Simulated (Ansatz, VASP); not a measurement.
# GaN in two plane-wave programs

Aim: how closely do two programs agree when they are given the same cell, functional and k mesh? The cell is taken from a series of runs on this material, whose earlier steps may have relaxed, scaled, displaced or heated it; both programs get it as it stands.

Calculated with Ansatz 0.2.0; plane waves, with VASP 6.6.1 beside it; zone-centre phonons at LDA.

## 1. The structure

The structure is hexagonal, space group P6_3mc (No. 186). The conventional cell has a = 3.152 Å, b = 3.152 Å, c = 5.138 Å, α = 90.00°, β = 90.00°, γ = 120.00°. Ga has 4 N at 1.93 Å nearest. Nearest to N lie 4 Ga at 1.93 Å. Farther neighbours and most contacts between anions are not listed.

Structure file:

```xyz
4
Lattice="3.1518 0.0000 0.0000 -1.5759 2.7295 0.0000 0.0000 0.0000 5.1384" Properties=species:S:1:pos:R:3 pbc="T T T"
Ga    0.0000    1.8197    5.1348
Ga    1.5759    0.9098    2.5656
N     0.0000    1.8197    1.9305
N     1.5759    0.9098    4.4997
```

## 2. VASP: zone-centre phonons, LDA

Second derivatives magnify differences that forces hide, and they need a tight electronic threshold.

Lines of VASP's logs that name or quote its potential files are left out, and so is its time.

INCAR

```
SYSTEM = GaN
PREC = Accurate
ENCUT = 600
EDIFF = 1E-08
NELM = 120
ISMEAR = 0
SIGMA = 0.01
LREAL = .FALSE.
ALGO = Normal
GGA = PW92
NBANDS = 24
LORBIT = 11
LWAVE = .FALSE.
LCHARG = .FALSE.
ISIF = 2
IBRION = 8
LEPSILON = .TRUE.
LASPH = .TRUE.
GGA_COMPAT = .FALSE.
EFERMI = MIDGAP
```

POSCAR

```
GaN
1.0
    3.1518084548      0.0000000000      0.0000000000
   -1.5759042274      2.7295461897      0.0000000000
    0.0000000000      0.0000000000      5.1384146987
Ga N
2 2
Direct
    0.3333333334      0.6666666668      0.9992966129
    0.6666666668      0.3333333334      0.4992966129
    0.3333333334      0.6666666668      0.3757033871
    0.6666666668      0.3333333334      0.8757033871
```

KPOINTS

```
Automatic mesh
0
Gamma
9 9 4
0 0 0
```

The projector-augmented-wave data sets are Ga_d and N (LDA family, release 64).

The run is started by

```console
mpirun -np 1 vasp_std
```

Numbers of over 12 decimals in the logs are rounded to 6 here.

Log:

```text
[banner, memory and clock lines left out]
running    1 mpi-ranks, on    1 nodes
 distrk:  each k-point on    1 cores,    1 groups
 distr:  one band on    1 cores,    1 groups

 POSCAR found type information on POSCAR GaN
 POSCAR found :  2 types and       4 ions
|                                                                             |
|               ----> ADVICE to this user running VASP <----                  |
|                                                                             |
|     You enforced a specific xc type in the INCAR file but a different       |
|     [... a line on the potential file left out ...]
|     I HOPE YOU KNOW WHAT YOU ARE DOING!                                     |
|                                                                             |

 LDA part: xc-table for (Slater(with rela. corr.)+PW92), standard interpolation
 POSCAR, INCAR and KPOINTS ok, starting setup
 FFT: planning ... GRIDC
 FFT: planning ... GRID_SOFT
 FFT: planning ... GRID
 WAVECAR not read
 entering main loop
       N       E                     dE             d eps       ncg     rms          rms(c)
DAV:   1     0.287617572108E+03    0.28762E+03   -0.19789E+04  1896   0.306E+03
DAV:   2     0.369973190756E+01   -0.28392E+03   -0.27248E+03  1896   0.555E+02
DAV:   3    -0.310062369968E+02   -0.34706E+02   -0.34389E+02  2072   0.149E+02
DAV:   4    -0.320963286245E+02   -0.10901E+01   -0.10871E+01  2104   0.288E+01
DAV:   5    -0.321180620255E+02   -0.21733E-01   -0.21718E-01  2072   0.369E+00    0.108E+01
DAV:   6    -0.279479363365E+02    0.41701E+01   -0.12823E+01  2968   0.554E+01    0.312E+00
DAV:   7    -0.279871877772E+02   -0.39251E-01   -0.14081E+00  1864   0.912E+00    0.258E+00
DAV:   8    -0.279482227509E+02    0.38965E-01   -0.27380E-01  2920   0.627E+00    0.108E+00
DAV:   9    -0.279258873610E+02    0.22335E-01   -0.83257E-02  2904   0.469E+00    0.316E-01
DAV:  10    -0.279266461384E+02   -0.75878E-03   -0.54545E-03  1920   0.589E-01    0.115E-01
DAV:  11    -0.279264213824E+02    0.22476E-03   -0.12236E-03  2736   0.642E-01    0.396E-02
DAV:  12    -0.279264351646E+02   -0.13782E-04   -0.13255E-04  1840   0.763E-02    0.499E-02
DAV:  13    -0.279264473358E+02   -0.12171E-04   -0.86387E-06  2760   0.212E-02    0.672E-02
DAV:  14    -0.279264386715E+02    0.86643E-05   -0.31020E-06  2744   0.338E-02    0.560E-02
DAV:  15    -0.279264327594E+02    0.59121E-05   -0.27021E-06  2696   0.141E-02    0.461E-02
DAV:  16    -0.279264286006E+02    0.41588E-05   -0.20637E-06  2904   0.128E-02    0.359E-02
DAV:  17    -0.279264229049E+02    0.56957E-05   -0.62790E-06  2904   0.283E-02    0.197E-02
DAV:  18    -0.279264211105E+02    0.17944E-05   -0.44008E-06  2800   0.203E-02    0.624E-03
DAV:  19    -0.279264209213E+02    0.18924E-06   -0.84282E-07  2760   0.720E-03    0.178E-03
DAV:  20    -0.279264209027E+02    0.18551E-07   -0.79196E-08  2120   0.220E-03    0.769E-04
DAV:  21    -0.279264208955E+02    0.72341E-08   -0.35021E-08  1952   0.228E-03
   1 F= -.27926421E+02 E0= -.27926421E+02  d E =0.000000E+00
 Linear response reoptimize wavefunctions to high precision
DAV:   1    -0.279264208968E+02   -0.12633E-08   -0.12797E-08  1560   0.994E-04
DAV:   2    -0.279264208968E+02    0.63665E-11   -0.27229E-10   960   0.145E-04
 Linear response G [H, r] |phi>, progress :
  Direction:   1
       N       E                     dE             d eps       ncg     rms
RMM:   1    -0.907047231947E+02   -0.90705E+02    0.97127E+01  2095   0.350E+02
 LRF_COMMUTATOR internal error: the vector H(1)-e(1) S(1) |phi(0)> is not orthog
 onal to |phi(0)> (-1.012593010145946E-004,-6.376843497690743E-015)
 LRF_COMMUTATOR internal error: the vector H(1)-e(1) S(1) |phi(0)> is not orthog
 onal to |phi(0)> (1.012593012950126E-004,-7.202571872255703E-015)
 LRF_COMMUTATOR internal error: the vector H(1)-e(1) S(1) |phi(0)> is not orthog
 onal to |phi(0)> (-1.037107896604689E-004,1.732988752500830E-015)
 LRF_COMMUTATOR internal error: the vector H(1)-e(1) S(1) |phi(0)> is not orthog
 onal to |phi(0)> (1.037107894817091E-004,-2.921274333544943E-015)
RMM:   2    -0.857466452809E+02    0.49581E+01   -0.25443E+02  3093   0.856E+01
 LRF_COMMUTATOR internal error: the vector H(1)-e(1) S(1) |phi(0)> is not orthog
 onal to |phi(0)> (-1.012593009983298E-004,-8.507083926190262E-015)
 LRF_COMMUTATOR internal error: the vector H(1)-e(1) S(1) |phi(0)> is not orthog
 onal to |phi(0)> (1.012593012915154E-004,-4.950900800437807E-015)
 LRF_COMMUTATOR internal error: the vector H(1)-e(1) S(1) |phi(0)> is not orthog
 onal to |phi(0)> (-1.037107896618636E-004,4.260480856999038E-015)
 LRF_COMMUTATOR internal error: the vector H(1)-e(1) S(1) |phi(0)> is not orthog
 onal to |phi(0)> (1.037107894754641E-004,-1.314920394790420E-015)
RMM:   3    -0.890286912809E+02   -0.32820E+01   -0.21067E+01  3512   0.282E+01
[...]
RMM:   9    -0.595239211759E+00    0.48843E-06    0.84020E-07  9490   0.264E-03    0.164E-04
RMM:  10    -0.595238904583E+00    0.30718E-06    0.45468E-07  8905   0.829E-04    0.634E-05
RMM:  11    -0.595238178103E+00    0.72648E-06    0.36948E-08  9011   0.313E-04    0.242E-05
RMM:  12    -0.595237599320E+00    0.57878E-06    0.23358E-08  6985   0.115E-04    0.667E-06
 change of polarisation eV/A/(eV/A) component  2 :    -0.194     1.130    -0.000
[...]
RMM:   8    -0.161641064799E+00    0.33032E-05    0.26033E-06 16729   0.282E-03    0.305E-05
RMM:   9    -0.161641515182E+00   -0.45038E-06   -0.15955E-06 16986   0.137E-03    0.220E-05
RMM:  10    -0.161641019936E+00    0.49525E-06    0.22353E-06 16780   0.711E-04    0.798E-06
RMM:  11    -0.161641074728E+00   -0.54791E-07    0.12933E-06 17097   0.398E-04    0.392E-06
RMM:  12    -0.161641145067E+00   -0.70339E-07    0.26929E-07 16844   0.233E-04    0.201E-06
RMM:  13    -0.161641043405E+00    0.10166E-06    0.96286E-07 16810   0.144E-04    0.107E-06
RMM:  14    -0.161641102791E+00   -0.59386E-07    0.46754E-07 16312   0.922E-05    0.117E-06
RMM:  15    -0.161641073631E+00    0.29159E-07    0.67826E-07 15125   0.610E-05    0.339E-07
RMM:  16    -0.161641130866E+00   -0.57235E-07    0.11226E-07 12799   0.416E-05    0.271E-07
RMM:  17    -0.161641123115E+00    0.77511E-08    0.24396E-07 11858   0.295E-05    0.780E-07
RMM:  18    -0.161641131762E+00   -0.86467E-08    0.78913E-08 14011   0.222E-05    0.581E-07
 first order change of Fermi-energy   0.34700E+00
 force on displaced ion       1 direction 1 : -14.150  -0.000   0.000
 Born effective charge ion    1 direction 1 :   2.578  -0.000   0.000
 Linear response progress:
  Degree of freedom:   2/  4
       N       E                     dE             d eps       ncg     rms          rms(c)
RMM:   1    -0.179600010965E+00   -0.17960E+00    0.30140E-01  2775   0.845E+00
RMM:   2    -0.179898960995E+00   -0.29895E-03   -0.96133E-02  3788   0.161E+00    0.908E-02
RMM:   3    -0.174908504784E+00    0.49905E-02   -0.42395E-03  4062   0.415E-01    0.435E-02
RMM:   4    -0.174287536826E+00    0.62097E-03    0.12426E-03  4121   0.131E-01    0.216E-02
RMM:   5    -0.174162262267E+00    0.12527E-03    0.85904E-04  4162   0.592E-02    0.464E-03
RMM:   6    -0.174217674023E+00   -0.55412E-04    0.41186E-04  4061   0.202E-02    0.269E-03
RMM:   7    -0.174256444644E+00   -0.38771E-04    0.10196E-04  4283   0.731E-03    0.679E-04
RMM:   8    -0.174259695548E+00   -0.32509E-05    0.90910E-05  4031   0.302E-03    0.122E-04
RMM:   9    -0.174266617752E+00   -0.69222E-05    0.23352E-05  4474   0.129E-03    0.525E-05
RMM:  10    -0.174268906599E+00   -0.22888E-05    0.24260E-07  4134   0.519E-04    0.158E-05
RMM:  11    -0.174267618403E+00    0.12882E-05    0.11686E-05  4371   0.267E-04    0.626E-06
RMM:  12    -0.174267905234E+00   -0.28683E-06    0.90789E-06  4084   0.149E-04    0.262E-06
RMM:  13    -0.174268371621E+00   -0.46639E-06    0.43490E-06  4367   0.904E-05    0.143E-06
RMM:  14    -0.174268347354E+00    0.24267E-07    0.46151E-06  4268   0.581E-05    0.103E-06
[...]
RMM:  22    -0.174268732651E+00   -0.58796E-08    0.54577E-07  2223   0.985E-06    0.958E-07
RMM:  23    -0.174268744138E+00   -0.11488E-07    0.43093E-07  2893   0.930E-06    0.148E-06
RMM:  24    -0.174268754488E+00   -0.10350E-07    0.32235E-07  2638   0.851E-06    0.122E-06
RMM:  25    -0.174268768359E+00   -0.13871E-07    0.17448E-07  3568   0.868E-06    0.703E-07
RMM:  26    -0.174268771757E+00   -0.33981E-08    0.13551E-07  3483   0.800E-06    0.363E-07
RMM:  27    -0.174268772666E+00   -0.90853E-09    0.12463E-07  2410   0.722E-06    0.309E-07
RMM:  28    -0.174268772359E+00    0.30690E-09    0.12765E-07  1999   0.688E-06    0.349E-07
RMM:  29    -0.174268774529E+00   -0.21703E-08    0.10391E-07  2097   0.671E-06    0.340E-07
 first order change of Fermi-energy   0.20024E+00
 force on displaced ion       1 direction 3 :  -0.000   0.000 -21.138
 Born effective charge ion    1 direction 3 :   0.000   0.000   2.715
 Linear response progress:
  Degree of freedom:   3/  4
       N       E                     dE             d eps       ncg     rms          rms(c)
RMM:   1    -0.237860104376E+00   -0.23786E+00    0.88144E-02 18780   0.344E+00
RMM:   2    -0.227930544572E+00    0.99296E-02   -0.14725E-02 13245   0.105E+00    0.141E-01
RMM:   3    -0.229157793014E+00   -0.12272E-02   -0.18122E-03 15287   0.303E-01    0.709E-02
RMM:   4    -0.230457786244E+00   -0.13000E-02   -0.52118E-04 14962   0.138E-01    0.163E-02
RMM:   5    -0.230450469283E+00    0.73170E-05   -0.21045E-05 15334   0.316E-02    0.474E-03
RMM:   6    -0.230431536269E+00    0.18933E-04   -0.15705E-06 15572   0.946E-03    0.112E-03
RMM:   7    -0.230428651377E+00    0.28849E-05   -0.97153E-08 15577   0.229E-03    0.475E-04
RMM:   8    -0.230429143128E+00   -0.49175E-06   -0.43996E-08 15433   0.728E-04    0.628E-05
RMM:   9    -0.230428756590E+00    0.38654E-06    0.12476E-07 16025   0.221E-04    0.198E-05
RMM:  10    -0.230428854765E+00   -0.98175E-07    0.62026E-08 16292   0.758E-05    0.240E-06
RMM:  11    -0.230428872641E+00   -0.17875E-07   -0.22974E-08 16110   0.282E-05    0.139E-06
RMM:  12    -0.230428879046E+00   -0.64053E-08   -0.54533E-09 15375   0.135E-05    0.322E-07
 first order change of Fermi-energy   0.20187E+00
 force on displaced ion       3 direction 1 : -14.377   0.000  -0.000
 Born effective charge ion    3 direction 1 :  -2.584  -0.000  -0.000
 Linear response progress:
  Degree of freedom:   4/  4
       N       E                     dE             d eps       ncg     rms          rms(c)
RMM:   1    -0.250046294324E+00   -0.25005E+00    0.15029E-01  5266   0.343E+00
RMM:   2    -0.243447587047E+00    0.65987E-02   -0.16713E-02  3466   0.113E+00    0.143E-01
RMM:   3    -0.244015582126E+00   -0.56800E-03   -0.30584E-03  3658   0.404E-01    0.672E-02
RMM:   4    -0.244901950025E+00   -0.88637E-03   -0.53502E-04  3958   0.170E-01    0.187E-02
RMM:   5    -0.245038810771E+00   -0.13686E-03   -0.22578E-05  3964   0.454E-02    0.785E-03
RMM:   6    -0.245088649843E+00   -0.49839E-04    0.17825E-05  4031   0.155E-02    0.182E-03
RMM:   7    -0.245092807328E+00   -0.41575E-05   -0.20824E-06  3729   0.609E-03    0.740E-04
RMM:   8    -0.245087686143E+00    0.51212E-05    0.19350E-06  3993   0.209E-03    0.233E-04
RMM:   9    -0.245088147294E+00   -0.46115E-06   -0.14556E-06  3894   0.740E-04    0.666E-05
RMM:  10    -0.245087930803E+00    0.21649E-06    0.42201E-07  4182   0.235E-04    0.111E-05
RMM:  11    -0.245088042747E+00   -0.11194E-06   -0.91997E-08  4179   0.727E-05    0.390E-06
RMM:  12    -0.245088032762E+00    0.99856E-08    0.86040E-08  4056   0.301E-05    0.156E-06
 first order change of Fermi-energy  -0.20039E+00
 force on displaced ion       3 direction 3 :  -0.000   0.000 -18.978
 Born effective charge ion    3 direction 3 :  -0.000   0.000  -2.721
 Born effective charges drift removed
 Linear response finished
```

(Part 1 of 3 ends here.)

[Lines on the potential files, build, host, timing and source positions are cut from VASP's logs without a mark.]

[Logs are printed without paths, hosts, clocks, repeated set-up lines and the standing remarks that a program may print on its own settings, such as how far it seeks lower states.]

[Hosts, paths, dates, database ids (printed as entryN), source tags and the programs' standing remarks are cut or masked in the printed files.]
